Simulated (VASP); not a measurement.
# AgRh (P-6m2) in VASP: further runs, part 2 of 2

VASP 6.6.1. The steps go on from the part before.

## Step 4: Relaxation of cell and atoms, LDA

Contents of INCAR:

```
SYSTEM = AgRh
PREC     = Accurate       ! precision mode
ENCUT    = 600            ! plane-wave cutoff, eV
EDIFF    = 1E-6           ! SCF threshold, eV
ISMEAR   = -1             ! smearing method
SIGMA    = 0.05           ! smearing width, eV
LREAL    = .False.        ! projectors in reciprocal space
LASPH    = .True.         ! aspherical terms in the spheres
NELM     = 60             ! most SCF steps
ALGO     = Normal         ! electronic algorithm
ISIF     = 3              ! what is computed and relaxed
LWAVE    = .False.        ! write WAVECAR
LCHARG   = .False.        ! write CHGCAR
GGA      = CA             ! functional
IBRION   = 2              ! ionic algorithm
NSW      = 60             ! ionic steps
EDIFFG   = -0.02          ! ionic threshold
```

Contents of KPOINTS:

```
regular mesh
0
Gamma
  10 10 6
  0 0 0
```

Contents of POSCAR:

```
AgRh
1.0
    2.7775881998      0.0000000000      0.0000000000
   -1.3887940999      2.4054619423      0.0000000000
    0.0000000000      0.0000000000      4.8086020000
Ag Rh
1 1
Direct
    0.0000000000      0.0000000000      0.5000000000
    0.6666666667      0.3333333333      0.0000000000
```

Potentials or basis: VASP PAW LDA potentials, release 64 (Ag, Rh_pv).

Started as:

```
$ cat potpaw_LDA.64/Ag/POTCAR potpaw_LDA.64/Rh_pv/POTCAR > POTCAR
$ mpirun -np 1 vasp_std > vasp.out
```

OUTCAR:

```text
SYSTEM = AgRh
   PREC = Accurate
   ENCUT = 600
   EDIFF = 1E-6
   ISMEAR = -1
   LREAL = .False.
   LASPH = .True.
   NELM = 60
   ISIF = 3
   GGA = CA
   IBRION = 2
   NSW = 60
   EDIFFG = -0.02

 ion  position               nearest neighbor table
   1  0.000  0.000  0.500-   2 2.89   2 2.89   2 2.89   2 2.89   2 2.89   2 2.89
   2  0.667  0.333  0.000-   1 2.89   1 2.89   1 2.89   1 2.89   1 2.89   1 2.89

  LATTYP: Found a hexagonal cell.
 ALAT       =     2.7775881998
 C/A-ratio  =     1.7312148721

  Lattice vectors:

 A1 = (   2.7775881998,   0.0000000000,   0.0000000000)
 A2 = (  -1.3887940999,   2.4054619423,   0.0000000000)
 A3 = (   0.0000000000,   0.0000000000,   4.8086020000)

Analysis of symmetry for initial positions (statically):
=====================================================================
 Subroutine PRICEL returns:
 Original cell was already a primitive cell.

 Routine SETGRP: Setting up the symmetry group for a
 hexagonal supercell.

 Subroutine GETGRP returns: Found 12 space group operations
 (whereof 12 operations were pure point group operations)
 out of a pool of 24 trial point group operations.

The static configuration has the point symmetry D_3h.

Analysis of symmetry for dynamics (positions and initial velocities):
=====================================================================
 Subroutine PRICEL returns:
 Original cell was already a primitive cell.

 Routine SETGRP: Setting up the symmetry group for a
 hexagonal supercell.

 Subroutine GETGRP returns: Found 12 space group operations
 (whereof 12 operations were pure point group operations)
 out of a pool of 24 trial point group operations.

The dynamic configuration has the point symmetry D_3h.

 Subroutine INISYM returns: Found 12 space group operations
 (whereof 12 operations are pure point group operations),
 and found     1 'primitive' translations

----------------------------------------------------------------------------------------

                                     Primitive cell

  volume of cell :      32.1281

  direct lattice vectors                    reciprocal lattice vectors
     2.777588200  0.000000000  0.000000000     0.360024571  0.207860283  0.000000000
    -1.388794100  2.405461942  0.000000000     0.000000000  0.415720566  0.000000000
     0.000000000  0.000000000  4.808602000     0.000000000  0.000000000  0.207960651

  length of vectors
     2.777588200  2.777588200  4.808602000     0.415720566  0.415720566  0.207960651

  position of ions in fractional coordinates (direct lattice)
     0.000000000  0.000000000  0.500000000
     0.666666667  0.333333333  0.000000000

  ion indices of the primitive-cell ions
   primitive index   ion index
                 1           1
                 2           2

----------------------------------------------------------------------------------------

 KPOINTS: regular mesh

Automatic generation of k-mesh.
 Grid dimensions read from file:
 generate k-points for:   10   10    6

 Generating k-lattice:

  Cartesian coordinates                     Fractional coordinates (reciprocal lattice)
     0.036002457  0.020786028  0.000000000     0.100000000  0.000000000  0.000000000
     0.000000000  0.041572057  0.000000000     0.000000000  0.100000000  0.000000000
     0.000000000  0.000000000  0.034660108     0.000000000  0.000000000  0.166666667

  Length of vectors
     0.041572057  0.041572057  0.034660108

  Shift w.r.t. Gamma in fractional coordinates (k-lattice)
     0.000000000  0.000000000  0.000000000

 Subroutine IBZKPT returns following result:
 ===========================================

 Found     56 irreducible k-points:

 Following reciprocal coordinates:
            Coordinates               Weight
  0.000000  0.000000  0.000000      1.000000
  0.100000  0.000000  0.000000      6.000000
  0.200000  0.000000  0.000000      6.000000
  0.300000  0.000000  0.000000      6.000000
  0.400000  0.000000  0.000000      6.000000
  0.500000  0.000000  0.000000      3.000000
[... 16 lines left out ...]
  0.300000  0.100000  0.166667     24.000000
  0.400000  0.100000  0.166667     24.000000
 [... further k-points ...]
   k-points           NKPTS =     56   k-points in BZ     NKDIM =     56   number of bands    NBANDS=     17
   number of dos      NEDOS =    301   number of ions     NIONS =      2
   total plane-waves  NPLWV =  23040
   dimension x,y,z NGX =    24 NGY =   24 NGZ =   40
   dimension x,y,z NGXF=    48 NGYF=   48 NGZF=   80
   ions per type =               1   1
   NGX,Y,Z   is equivalent  to a cutoff of  14.36, 14.36, 13.83 a.u.
   NGXF,Y,Z  is equivalent  to a cutoff of  28.73, 28.73, 27.66 a.u.
 SYSTEM =  AgRh
   PREC   = accura    normal or accurate (medium, high low for compatibility)
   ISTART =      0    job   : 0-new  1-cont  2-samecut
   ICHARG =      2    charge: 1-file 2-atom 10-const
   ISPIN  =      1    spin polarized calculation?
   LNONCOLLINEAR =      F non collinear calculations
   LSORBIT =      F    spin-orbit coupling
   LASPH  =      T    aspherical Exc in radial PAW
   ENCUT  =  600.0 eV  44.10 Ry    6.64 a.u.   5.55  5.55  9.60*2*pi/ulx,y,z
   NELM   =     60;   NELMIN=  2; NELMDL= -5     # of ELM steps
   EDIFF  = 0.1E-05   stopping-criterion for ELM
   LREAL  =      F    real-space projection
   EDIFFG = -.2E-01   stopping-criterion for IOM
   NSW    =     60    number of steps for IOM
   IBRION =      2    ionic relax: 0-MD 1-quasi-New 2-CG
   NFREE  =      1    steps in history (QN), initial steepest desc. (CG)
   ISIF   =      3    stress and relaxation
   ISYM   =      2    0-nonsym 1-usesym 2-fastsym
   POTIM  = 0.5000    time-step for ionic-motion
   TEBEG  =    0.0;   TEEND  =   0.0 temperature during run
   PSTRESS=    0.0 pullay stress
   NELECT =      26.0000    total number of electrons
   NUPDOWN=      -1.0000    fix difference up-down
   EMIN   =  10.00;   EMAX   =-10.00  energy-range for DOS
   EFERMI =   0.00;   METHOD = LEGACY
   ISMEAR =    -1;   SIGMA  =   0.05  broadening in eV -4-tet -1-fermi 0-gaus
   EFERMI_NEDOS =   21; number of points for ismear=-14 and -15
   IALGO  =     38    algorithm
   IMIX   =      4    mixing-type and parameters
     AMIX     =   0.40;   BMIX     =  1.00
     AMIX_MAG =   1.60;   BMIX_MAG =  1.00
  volume/ion in A,a.u.               =      16.06       108.41
  Fermi-wavevector in a.u.,A,eV,Ry     =   1.525589  2.882945 31.666497  2.327422
  Thomas-Fermi vector in A             =   2.633739
   LORBIT       =      0    0 simple, 1 ext, 2 COOP (PROOUT), +10 PAW based schemes
   GGA     = CA    functional components
   LHFCALC =     F    Hartree Fock is set to
   AEXX    =    0.0000 exact exchange contribution
   IVDW    =     0    specifies the selected vdW correction
   LEPSILON=     F    determine dielectric tensor
   LRPA    =     F    only Hartree local field effects (RPA)
 conjugate gradient relaxation of ions
 non-spin polarized calculation
  energy-cutoff  :      600.00
  volume of cell :       32.13
 maximum number of plane-waves:      1099
 NGX is ok and might be reduce to    24
   NGX = 11   NGY = 11   NGZ = 19

--------------------------------------- Ionic step        1  -------------------------------------------

 number of electron      26.0000002 magnetization

 Free energy of the ion-electron system (eV)
  ---------------------------------------------------
  ext. energy  EPLUGINS =         0.00000000
  ---------------------------------------------------
  free energy    TOTEN  =       -11.75763281 eV

  energy without entropy =      -11.72573975  energy(sigma->0) =      -11.74168628

 E-fermi :   8.6444     XC(G=0): -13.1431

 val. band max:        8.6438351692   @ k =   0.1000   0.1000   0.1667
 cond. band min:       8.6478526848   @ k =   0.2000   0.0000   0.1667
 fundamental gap:      0.0040175157
 Fermi energy:         8.6443582169

 k-point     1 :       0.0000    0.0000    0.0000
  band No.  band energies     occupation
      1     -36.8147      2.00000
      2     -36.8147      2.00000
      3     -36.7949      2.00000
      4       1.3523      2.00000
      5       2.8330      2.00000
      6       4.3261      2.00000
[... 9 lines left out ...]
     16      13.8788      0.00000
     17      25.2248      0.00000
[... 745 lines left out ...]
  energy  without entropy=      -11.8747893318  energy(sigma->0) =      -11.88981464

--------------------------------------- Ionic step        9  -------------------------------------------

 number of electron      26.0000001 magnetization

 Free energy of the ion-electron system (eV)
  ---------------------------------------------------
  ext. energy  EPLUGINS =         0.00000000
  ---------------------------------------------------
  free energy    TOTEN  =       -11.90491855 eV

  energy without entropy =      -11.87492816  energy(sigma->0) =      -11.88992335

 E-fermi :  10.1294     XC(G=0): -13.7130

 val. band max:       10.1234226442   @ k =   0.1000   0.0000   0.5000
 cond. band min:      10.1299515068   @ k =   0.2000   0.0000   0.1667
 fundamental gap:      0.0065288626
 Fermi energy:        10.1293794151

 k-point     1 :       0.0000    0.0000    0.0000
  band No.  band energies     occupation
      1     -35.4966      2.00000
      2     -35.4252      2.00000
      3     -35.4252      2.00000
      4       2.1418      2.00000
      5       3.6991      2.00000
      6       5.4278      2.00000
[... 9 lines left out ...]
     16      16.1911      0.00000
     17      26.7846      0.00000
[... 489 lines left out ...]
  FREE ENERGIE OF THE ION-ELECTRON SYSTEM (eV)
  ---------------------------------------------------
  free  energy   TOTEN  =       -11.9049185453 eV

  energy  without entropy=      -11.8749281620  energy(sigma->0) =      -11.88992335

 reached required accuracy - stopping structural energy minimisation
```

Wall time 1.9 min (1 thread of Intel Xeon Platinum 8488C (Sapphire Rapids), shared host); peak memory 0.19 GiB.

What came out:

| Quantity | Value |
| --- | --- |
| Free energy | -11.9049 eV |
| Relaxed volume | 14.64 Å³/atom |
| Relaxed cell | a = 2.703 Å, b = 2.703 Å, c = 4.629 Å, α = 90.00°, β = 90.00°, γ = 120.00° |
| Space group after relaxing (to 0.05 Å) | P-6m2 (No. 187) |
| Energy gained by relaxing | 73.6 meV/atom |
| Ionic steps | 9 |
| Pressure after relaxing | 0.0 GPa |
| Band gap on the k mesh | none (metal or under the smearing width) |

The path:
| step | energy change (eV) | largest force (eV/Å) | pressure (GPa) | volume (Å³) |
| --- | --- | --- | --- | --- |
| 1 | 0.0000 | 0.0000 | -15.00 | 32.13 |
| 2 | 0.2591 | 0.0000 | 40.35 | 25.63 |
| 3 | -0.1453 | 0.0000 | -0.71 | 29.42 |
| 4 | -0.1455 | 0.0000 | -0.18 | 29.34 |
| 5 | -0.1455 | 0.0000 | 0.22 | 29.28 |
| 6 | -0.1472 | 0.0000 | 0.28 | 29.25 |
| 7 | -0.1472 | 0.0000 | 0.28 | 29.24 |
| 8 | -0.1472 | 0.0000 | -0.42 | 29.34 |
| 9 | -0.1473 | 0.0000 | 0.00 | 29.28 |

Final structure:
```
Ag Rh
1.0
     2.70268    0.00000    0.00000
    -1.35134    2.34059    0.00000
     0.00000    0.00000    4.62859
Ag Rh
1 1
Direct
  0.00000 0.00000 0.50000
  0.66667 0.33333 0.00000
```

## Step 5: Relaxation of cell and atoms, PBE

Contents of INCAR:

```
SYSTEM = AgRh
  ALGO = Normal
  EDIFF = 1E-6
  EDIFFG = -0.01
  ENCUT = 600
  GGA = PE
  IBRION = 2
  ISIF = 3
  ISMEAR = -1
  LASPH = .TRUE.
  LCHARG = .FALSE.
  LREAL = .FALSE.
  LWAVE = .FALSE.
  NELM = 100
  NSW = 60
  PREC = Accurate
  SIGMA = 0.05
```

Contents of KPOINTS:

```
k-points
0
G
  10 10 6
  0 0 0
```

POSCAR is that of step 4.

Potentials or basis: VASP PAW PBE potentials, release 64 (Ag, Rh_pv).

Started as:

```
$ cat potpaw_PBE.64/Ag/POTCAR potpaw_PBE.64/Rh_pv/POTCAR > POTCAR
$ mpirun -np 1 vasp_std > vasp.out
```

OUTCAR:

```text
SYSTEM = AgRh
   EDIFF = 1E-6
   EDIFFG = -0.01
   ENCUT = 600
   GGA = PE
   IBRION = 2
   ISIF = 3
   ISMEAR = -1
   LASPH = .TRUE.
   LREAL = .FALSE.
   NELM = 100
   NSW = 60
   PREC = Accurate

 ion  position               nearest neighbor table
   1  0.000  0.000  0.500-   2 2.89   2 2.89   2 2.89   2 2.89   2 2.89   2 2.89
   2  0.667  0.333  0.000-   1 2.89   1 2.89   1 2.89   1 2.89   1 2.89   1 2.89

  LATTYP: Found a hexagonal cell.
 ALAT       =     2.7775881998
 C/A-ratio  =     1.7312148721

  Lattice vectors:

 A1 = (   2.7775881998,   0.0000000000,   0.0000000000)
 A2 = (  -1.3887940999,   2.4054619423,   0.0000000000)
 A3 = (   0.0000000000,   0.0000000000,   4.8086020000)

Analysis of symmetry for initial positions (statically):
=====================================================================
 Subroutine PRICEL returns:
 Original cell was already a primitive cell.

 Routine SETGRP: Setting up the symmetry group for a
 hexagonal supercell.

 Subroutine GETGRP returns: Found 12 space group operations
 (whereof 12 operations were pure point group operations)
 out of a pool of 24 trial point group operations.

The static configuration has the point symmetry D_3h.

Analysis of symmetry for dynamics (positions and initial velocities):
[... 169 lines left out ...]
  Total       -0.3838992     -0.3838992     -0.5350590      0.0000000      0.0000000      0.0000000
  in kB      -19.1444384    -19.1444384    -26.6825328      0.0000000      0.0000000      0.0000000
  external PRESSURE =     -21.6571365 kB  Pullay stress =       0.0000000 kB
[... 167 lines left out ...]
--------------------------------------- Ionic step        6  -------------------------------------------

 number of electron      26.0000001 magnetization

 Free energy of the ion-electron system (eV)
  ---------------------------------------------------
  ext. energy  EPLUGINS =         0.00000000
  ---------------------------------------------------
  free energy    TOTEN  =        -9.43585501 eV

  energy without entropy =       -9.40436592  energy(sigma->0) =       -9.42011047

 E-fermi :   9.1186     XC(G=0): -12.8837

 val. band max:        9.1138761414   @ k =   0.2000   0.0000   0.1667
 cond. band min:       9.1270683614   @ k =   0.1000   0.0000   0.5000
 fundamental gap:      0.0131922200
 Fermi energy:         9.1185918003

 k-point     1 :       0.0000    0.0000    0.0000
  band No.  band energies     occupation
      1     -36.5544      2.00000
      2     -36.5544      2.00000
      3     -36.5400      2.00000
      4       1.7984      2.00000
      5       3.2457      2.00000
      6       4.7316      2.00000
[... 457 lines left out ...]
      4       3.2262      2.00000
      5       3.6838      2.00000
      6       4.6077      2.00000
[... 9 lines left out ...]
     16      16.6495      0.00000
     17      18.4484      0.00000

 [... further k-points ...]

------------------------ aborting loop because EDIFF is reached ----------------------------------------

  FORCE on cell =-STRESS in cart. coord.  units (eV):
  Direction    XX          YY          ZZ          XY          YZ          ZX
  --------------------------------------------------------------------------------------
  -------------------------------------------------------------------------------------
  Total        0.0086834      0.0086834      0.0168265     -0.0000000      0.0000000      0.0000000
  in kB        0.4398377      0.4398377      0.8523114     -0.0000000      0.0000000      0.0000000
  external PRESSURE =       0.5773289 kB  Pullay stress =       0.0000000 kB
[... 17 lines left out ...]
  FREE ENERGIE OF THE ION-ELECTRON SYSTEM (eV)
  ---------------------------------------------------
  free  energy   TOTEN  =        -9.4358550122 eV

  energy  without entropy=       -9.4043659209  energy(sigma->0) =       -9.42011047

 reached required accuracy - stopping structural energy minimisation
```

CONTCAR:

```text
AgRh
   1.00000000000000
     2.7694936529431509   -0.0000000000000000    0.0000000000000000
    -1.3847468264715754    2.3984518590896577    0.0000000000000000
     0.0000000000000000    0.0000000000000000    4.7618531322314563
  Ag              Rh
     1     1
Direct
     0.0000000000000000    0.0000000000000000    0.5000000000000000
     0.6666666667000030    0.3333333332999970    0.0000000000000000

  0.00000000E+00  0.00000000E+00  0.00000000E+00
  0.00000000E+00  0.00000000E+00  0.00000000E+00
```

It took 84 s on 1 thread of Intel Xeon Platinum 8488C (Sapphire Rapids), shared host; peak memory 0.19 GiB.

Results:

```
Free energy                            : -9.4359 eV
Relaxed volume                         : 15.82 Å³/atom
Relaxed cell                           : a = 2.769 Å, b = 2.769 Å, c = 4.762 Å, α = 90.00°, β = 90.00°, γ = 120.00°
Space group after relaxing (to 0.05 Å) : P-6m2 (No. 187)
Energy gained by relaxing              : 1.9 meV/atom
Ionic steps                            : 6
Pressure after relaxing                : 0.1 GPa
Band gap on the k mesh                 : none (metal or under the smearing width)
```

Step by step:
```
step  energy change (eV)  largest force (eV/Å)  pressure (GPa)  volume (Å³)
   1              0.0000                0.0000           -2.17        32.13
   2              0.0008                0.0000            2.73        31.13
   3             -0.0034                0.0000            0.04        31.65
   4             -0.0034                0.0000            0.11        31.64
   5             -0.0037                0.0000            0.05        31.63
   6             -0.0037                0.0000            0.06        31.63
```

Final structure:
```
Ag Rh
1.0
     2.76949    0.00000    0.00000
    -1.38475    2.39845    0.00000
     0.00000    0.00000    4.76185
Ag Rh
1 1
Cartesian
  0.0000 0.0000 2.3809
  1.3847 0.7995 0.0000
```

Levels at points of the mesh, in eV from the Fermi level:
```
           k point  band 11  band 12  band 13  band 14  band 15  band 16
(0.00, 0.00, 0.00)    -1.85    -1.85     0.11     0.11     0.15     5.50
(0.50, 0.00, 0.00)    -1.68    -0.11     1.10     1.80     4.01     8.49
(0.00, 0.00, 0.50)    -2.52    -1.65    -1.65     0.07     0.07    11.76
(0.50, 0.00, 0.50)    -0.62    -0.19     1.10     1.66     2.44     6.54
```

## Step 6: The runs side by side

| level | potentials or basis | gap on the mesh (eV) | pressure (GPa) | relaxed volume (Å³/atom) |
| --- | --- | --- | --- | --- |
| PBE+D3(BJ) | VASP PAW PBE potentials, release 64 (Ag, Rh_pv) | none | 0.1 | 15.20 |
| PBEsol | VASP PAW PBE potentials, release 64 (Ag, Rh_pv) | none | 0.0 | 15.02 |
| LDA | VASP PAW LDA potentials, release 64 (Ag, Rh_pv) | none | 0.0 | 14.64 |
| PBE | VASP PAW PBE potentials, release 64 (Ag, Rh_pv) | none | 0.1 | 15.82 |

Alike in all rows: task relaxation of cell and atoms; no spin polarisation; cell relaxed; k mesh 10 × 10 × 6; cutoff (eV) 600; smearing fermi-dirac 0.05 eV.

Caveats: pairwise dispersion overbinds metals, which lowers pressure and volume (some runs); the PAW data sets were made with another functional, which shifts forces and pressure a little (some runs).

Absolute energies hang on the potentials; compare differences alone.
